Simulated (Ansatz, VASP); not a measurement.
**Ru (Ruthenium): VASP beside Ansatz**

One calculation is typed for both programs; each brings its own data sets. How far apart do they land? The cell is taken from a series of runs on this material, whose earlier steps may have relaxed, scaled, displaced or heated it; both programs get it as it stands.

Method: plane waves, with VASP 6.6.1 beside it; zone-centre phonons at PBEsol, in Ansatz 0.2.0.

## (1) Starting point

It takes space group P6_3/mmc (No. 194, hexagonal). Conventional cell: a = 2.653 Å, b = 2.653 Å, c = 4.197 Å, α = 90.00°, β = 90.00°, γ = 120.00°. Ru has 12 Ru at 2.60 to 2.65 Å nearest.

Coordinates:

```
Ru
1.0
     2.65262    0.00000    0.00000
    -1.32631    2.29724    0.00000
     0.00000    0.00000    4.19665
Ru
2
Direct
  0.33333 0.66667 0.25000
  0.66667 0.33333 0.75000
```

## (2) VASP: zone-centre phonons, PBEsol

Second derivatives magnify differences that forces hide, and they need a tight electronic threshold.

Lines of VASP's logs that name or quote its potential files are left out, and so is its time.

Input file INCAR:

```
SYSTEM = Ru
PREC = Accurate
ENCUT = 500
EDIFF = 1E-08
NELM = 120
ISMEAR = 1
SIGMA = 0.2
LREAL = .FALSE.
ALGO = Normal
GGA = PS
NBANDS = 20
LASPH = .TRUE.
LORBIT = 11
LWAVE = .FALSE.
LCHARG = .FALSE.
ISIF = 2
IBRION = 8
GGA_COMPAT = .FALSE.
KPAR = 2
```

Input file POSCAR:

```
Ru
1.0
    2.6526238248      0.0000000000      0.0000000000
   -1.3263119124      2.2972396189      0.0000000000
    0.0000000000      0.0000000000      4.1966484382
Ru
2
Direct
    0.3333333334      0.6666666668      0.2500000000
    0.6666666668      0.3333333334      0.7500000000
```

Input file KPOINTS:

```
Automatic mesh
0
Gamma
18 18 12
0 0 0
```

Potentials, in the order of the species: Ru_pv (PBE family, release 64).

Command:

```
$ mpirun -np 2 vasp_std
```

Numbers of over 12 decimals in the logs are rounded to 6 here.

Log:

```text
[banner, memory and clock lines left out]
running    2 mpi-ranks, on    1 nodes
 distrk:  each k-point on    1 cores,    2 groups
 distr:  one band on    1 cores,    1 groups

 POSCAR found type information on POSCAR Ru
 POSCAR found :  1 types and       2 ions
|                                                                             |
|               ----> ADVICE to this user running VASP <----                  |
|                                                                             |
|     You enforced a specific xc type in the INCAR file but a different       |
|     [... a line on the potential file left out ...]
|     I HOPE YOU KNOW WHAT YOU ARE DOING!                                     |
|                                                                             |

 LDA part: xc-table for (Slater+PW92), standard interpolation
 POSCAR, INCAR and KPOINTS ok, starting setup
 FFT: planning ... GRIDC
 FFT: planning ... GRID_SOFT
 FFT: planning ... GRID
 WAVECAR not read
 entering main loop
       N       E                     dE             d eps       ncg     rms          rms(c)
DAV:   1     0.281945005745E+03    0.28195E+03   -0.17331E+04 10384   0.153E+03
DAV:   2    -0.158570204980E+02   -0.29780E+03   -0.28921E+03 10636   0.458E+02
DAV:   3    -0.217740407540E+02   -0.59170E+01   -0.58731E+01 11836   0.721E+01
DAV:   4    -0.218193049259E+02   -0.45264E-01   -0.45206E-01 13208   0.598E+00
DAV:   5    -0.218199560512E+02   -0.65113E-03   -0.64952E-03 11540   0.637E-01    0.222E+01
DAV:   6    -0.204022555324E+02    0.14177E+01   -0.31389E+00 12192   0.179E+01    0.645E+00
DAV:   7    -0.203027877745E+02    0.99468E-01   -0.69453E-01 11872   0.623E+00    0.107E+00
DAV:   8    -0.202934018163E+02    0.93860E-02   -0.24279E-02 11716   0.138E+00    0.459E-01
DAV:   9    -0.202920917910E+02    0.13100E-02   -0.21205E-03 11816   0.520E-01    0.415E-02
DAV:  10    -0.202920818005E+02    0.99906E-05   -0.17099E-04 11636   0.135E-01    0.282E-02
DAV:  11    -0.202920819605E+02   -0.15998E-06   -0.65278E-06 11876   0.252E-02    0.193E-03
DAV:  12    -0.202920819378E+02    0.22696E-07   -0.44020E-07 11656   0.611E-03    0.155E-03
DAV:  13    -0.202920819609E+02   -0.23100E-07   -0.46817E-09  7660   0.721E-04    0.417E-04
DAV:  14    -0.202920819692E+02   -0.83837E-08   -0.98415E-10  6984   0.283E-04
   1 F= -.20292082E+02 E0= -.20292285E+02  d E =0.608572E-03
 Linear response reoptimize wavefunctions to high precision
DAV:   1    -0.202920819662E+02    0.30182E-08   -0.33805E-10  7092   0.205E-04
DAV:   2    -0.202920819662E+02    0.68212E-11   -0.20729E-11  6472   0.501E-05
 Linear response DOF=           2
 Linear response progress:
  Degree of freedom:   1/  2
       N       E                     dE             d eps       ncg     rms          rms(c)
RMM:   1    -0.511933651583E+00   -0.51193E+00    0.28615E+00 46363   0.593E+01
RMM:   2    -0.613067002347E+00   -0.10113E+00   -0.11218E-01 63588   0.284E+00    0.153E-01
RMM:   3    -0.611522417308E+00    0.15446E-02   -0.34893E-03 73277   0.501E-01    0.688E-02
RMM:   4    -0.610119848853E+00    0.14026E-02   -0.50322E-04 73691   0.179E-01    0.262E-02
RMM:   5    -0.609894427960E+00    0.22542E-03   -0.47890E-05 88367   0.452E-02    0.998E-03
RMM:   6    -0.609794267143E+00    0.10016E-03   -0.51213E-05 78485   0.122E-02    0.459E-03
RMM:   7    -0.609791680172E+00    0.25870E-05   -0.40168E-05 78462   0.653E-03    0.729E-04
RMM:   8    -0.609812735190E+00   -0.21055E-04   -0.23779E-05 94115   0.234E-03    0.318E-04
RMM:   9    -0.609819649227E+00   -0.69140E-05   -0.13639E-05 87626   0.100E-03    0.640E-05
RMM:  10    -0.609820285600E+00   -0.63637E-06   -0.77690E-06101308   0.538E-04    0.191E-05
RMM:  11    -0.609820605763E+00   -0.32016E-06   -0.42936E-06 85410   0.333E-04    0.827E-06
RMM:  12    -0.609820555799E+00    0.49964E-07   -0.25114E-06 92398   0.242E-04    0.343E-06
RMM:  13    -0.609820502605E+00    0.53194E-07   -0.13874E-06 97107   0.191E-04    0.182E-06
RMM:  14    -0.609820559245E+00   -0.56640E-07   -0.89213E-07 85982   0.167E-04    0.331E-07
RMM:  15    -0.609820572545E+00   -0.13300E-07   -0.52556E-07 90626   0.150E-04    0.323E-07
RMM:  16    -0.609820584011E+00   -0.11467E-07   -0.38430E-07 76586   0.141E-04    0.152E-07
RMM:  17    -0.609820592324E+00   -0.83128E-08   -0.21560E-07 76750   0.136E-04    0.269E-07
RMM:  18    -0.609820583912E+00    0.84119E-08   -0.18251E-07 63826   0.133E-04    0.318E-07
RMM:  19    -0.609820584406E+00   -0.49446E-09   -0.87455E-08 55090   0.130E-04    0.303E-07
 first order change of Fermi-energy  -0.20507E-05
 force on displaced ion       1 direction 1 :  -9.004   0.001   0.000
 Linear response progress:
  Degree of freedom:   2/  2
       N       E                     dE             d eps       ncg     rms          rms(c)
RMM:   1    -0.631789826468E+00   -0.63179E+00    0.34222E+00 15984   0.602E+01
RMM:   2    -0.745753153174E+00   -0.11396E+00   -0.12775E-01 22039   0.298E+00    0.152E-01
RMM:   3    -0.745492073177E+00    0.26108E-03   -0.18937E-03 25473   0.468E-01    0.769E-02
RMM:   4    -0.744758121996E+00    0.73395E-03   -0.37611E-04 24986   0.172E-01    0.231E-02
RMM:   5    -0.744604713689E+00    0.15341E-03    0.10345E-04 29742   0.537E-02    0.143E-02
RMM:   6    -0.744519081232E+00    0.85632E-04    0.22919E-06 26676   0.162E-02    0.852E-03
RMM:   7    -0.744488762763E+00    0.30318E-04    0.42157E-06 25779   0.972E-03    0.257E-03
RMM:   8    -0.744480753757E+00    0.80090E-05    0.26679E-05 29454   0.399E-03    0.700E-04
RMM:   9    -0.744489651165E+00   -0.88974E-05    0.53594E-06 28166   0.174E-03    0.104E-04
RMM:  10    -0.744489415513E+00    0.23565E-06    0.10276E-05 28451   0.770E-04    0.435E-05
RMM:  11    -0.744491104177E+00   -0.16887E-05    0.10465E-06 31672   0.420E-04    0.126E-05
RMM:  12    -0.744491348092E+00   -0.24391E-06    0.73565E-07 29158   0.284E-04    0.378E-06
RMM:  13    -0.744491291900E+00    0.56193E-07    0.13220E-06 33594   0.208E-04    0.174E-06
RMM:  14    -0.744491510922E+00   -0.21902E-06   -0.69902E-07 31341   0.171E-04    0.121E-06
RMM:  15    -0.744491378793E+00    0.13213E-06    0.63798E-07 31169   0.152E-04    0.880E-07
RMM:  16    -0.744491481410E+00   -0.10262E-06   -0.35374E-07 26127   0.139E-04    0.791E-07
RMM:  17    -0.744491456860E+00    0.24549E-07   -0.48642E-09 26761   0.132E-04    0.560E-07
RMM:  18    -0.744491478194E+00   -0.21333E-07   -0.19457E-07 21045   0.127E-04    0.649E-07
RMM:  19    -0.744491467177E+00    0.11017E-07   -0.60925E-08 21676   0.124E-04    0.687E-07
RMM:  20    -0.744491468969E+00   -0.17924E-08   -0.14799E-07 20875   0.122E-04    0.112E-06
RMM:  21    -0.744491470160E+00   -0.11907E-08   -0.62932E-08 23548   0.121E-04    0.714E-07
 first order change of Fermi-energy   0.96216E-04
 force on displaced ion       1 direction 3 :   0.000  -0.000 -16.897
 Linear response finished
```

OUTCAR, selected parts (step 2):

```text
ion  position               nearest neighbor table
   1  0.333  0.667  0.250-   2 2.60   2 2.60   2 2.60   2 2.60   2 2.60   2 2.60
   2  0.667  0.333  0.750-   1 2.60   1 2.60   1 2.60   1 2.60   1 2.60   1 2.60

  LATTYP: Found a hexagonal cell.
 ALAT       =     2.6526238248
 C/A-ratio  =     1.5820744724

 Subroutine GETGRP returns: Found 24 space group operations
 (whereof 12 operations were pure point group operations)

The static configuration has the point symmetry D_3d.
 The point group associated with its full space group is D_6h.

 Found    259 irreducible k-points:

   k-points           NKPTS =    259   k-points in BZ     NKDIM =    259   number of bands    NBANDS=     20

   dimension x,y,z NGX =    20 NGY =   20 NGZ =   32
   dimension x,y,z NGXF=    40 NGYF=   40 NGZF=   64

   ENCUT  =  500.0 eV  36.75 Ry    6.06 a.u.   4.84  4.84  7.65*2*pi/ulx,y,z

   NELECT =      28.0000    total number of electrons

 k-points in reciprocal lattice and weights: Automatic mesh
   0.00000000  0.00000000  0.00000000       0.000
   0.05555556  0.00000000  0.00000000       0.002
   0.11111111  0.00000000  0.00000000       0.002
   0.16666667  0.00000000  0.00000000       0.002
   0.22222222  0.00000000  0.00000000       0.002
   0.27777778  0.00000000  0.00000000       0.002
   0.33333333  0.00000000  0.00000000       0.002
   0.38888889  0.00000000  0.00000000       0.002
   0.44444444  0.00000000  0.00000000       0.002
[...]
0.33333333  0.27777778  0.50000000       0.003
   0.33333333  0.33333333  0.50000000       0.001

 average (electrostatic) potential at core
       1 -66.0668       2 -66.0668

  Total        2.4916307      2.4916307      2.4918837      0.0000000      0.0000000      0.0000000
  in kB      156.1024449    156.1024449    156.1182971      0.0000000      0.0000000      0.0000000
  external PRESSURE =     156.1077290 kB  Pullay stress =       0.0000000 kB

  energy-cutoff  :      500.00
  volume of cell :       25.57
      direct lattice vectors                 reciprocal lattice vectors
     2.652623825  0.000000000  0.000000000     0.376985229  0.217652523  0.000000000
    -1.326311912  2.297239619  0.000000000     0.000000000  0.435305047  0.000000000
     0.000000000  0.000000000  4.196648438     0.000000000  0.000000000  0.238285388

 POSITION                                       TOTAL-FORCE (eV/Angst)
 -----------------------------------------------------------------------------------
      0.00000      1.53149      1.04916         0.000000      0.000000      0.000000
      1.32631      0.76575      3.14749        -0.000000     -0.000000      0.000000
 -----------------------------------------------------------------------------------
    total drift:                               -0.000000     -0.000000      0.000000

 Eigenvectors and eigenvalues of the dynamical matrix
 ----------------------------------------------------

   1 f  =    9.039774 THz    56.798578 2PiTHz  301.534418 cm-1    37.385486 meV
             X         Y         Z           dx          dy          dz
      0.000000  1.531493  1.049162     0.000000    0.000000   -0.707107
      1.326312  0.765747  3.147486    -0.000000    0.000000    0.707107

   2 f  =    6.598793 THz    41.461438 2PiTHz  220.112034 cm-1    27.290402 meV
             X         Y         Z           dx          dy          dz
      0.000000  1.531493  1.049162     0.707107   -0.000000    0.000000
      1.326312  0.765747  3.147486    -0.707107    0.000000    0.000000

   3 f  =    6.598793 THz    41.461438 2PiTHz  220.112034 cm-1    27.290402 meV
             X         Y         Z           dx          dy          dz
      0.000000  1.531493  1.049162    -0.000000   -0.707107    0.000000
      1.326312  0.765747  3.147486    -0.000000    0.707107    0.000000

   4 f  =    0.000000 THz     0.000000 2PiTHz    0.000000 cm-1     0.000000 meV
             X         Y         Z           dx          dy          dz
      0.000000  1.531493  1.049162     0.000000    0.707107    0.000000
      1.326312  0.765747  3.147486     0.000000    0.707107    0.000000

   5 f  =    0.000000 THz     0.000000 2PiTHz    0.000000 cm-1     0.000000 meV
             X         Y         Z           dx          dy          dz
      0.000000  1.531493  1.049162    -0.000000    0.000000    0.707107
      1.326312  0.765747  3.147486     0.000000    0.000000    0.707107

   6 f/i=    0.000000 THz     0.000000 2PiTHz    0.000000 cm-1     0.000000 meV
             X         Y         Z           dx          dy          dz
      0.000000  1.531493  1.049162     0.707107   -0.000000   -0.000000
      1.326312  0.765747  3.147486     0.707107   -0.000000    0.000000

 ELASTIC MODULI CONTR FROM IONIC RELAXATION (kBar)
 Direction    XX          YY          ZZ          XY          YZ          ZX
 --------------------------------------------------------------------------------
 XX         -96.7376     96.7376      0.0000     -0.0000      0.0000      0.0000
 YY          96.7376    -96.7376     -0.0000      0.0000      0.0000      0.0000
 ZZ           0.0000     -0.0000     -0.0000      0.0000      0.0000      0.0000
 XY          -0.0000      0.0000      0.0000    -96.7376      0.0000      0.0000
 YZ           0.0000      0.0000      0.0000      0.0000      0.0000      0.0000
 ZX           0.0000      0.0000      0.0000      0.0000      0.0000      0.0000
 --------------------------------------------------------------------------------
```

[end of part 1 of 2]

[Lines on the potential files, build, host, timing and source positions are cut from VASP's logs without a mark.]

[Logs are printed without paths, hosts, clocks, repeated set-up lines and the standing remarks that a program may print on its own settings, such as how far it seeks lower states.]

[Hosts, paths, dates, database ids (printed as entryN), source tags and the programs' standing remarks are cut or masked in the printed files.]
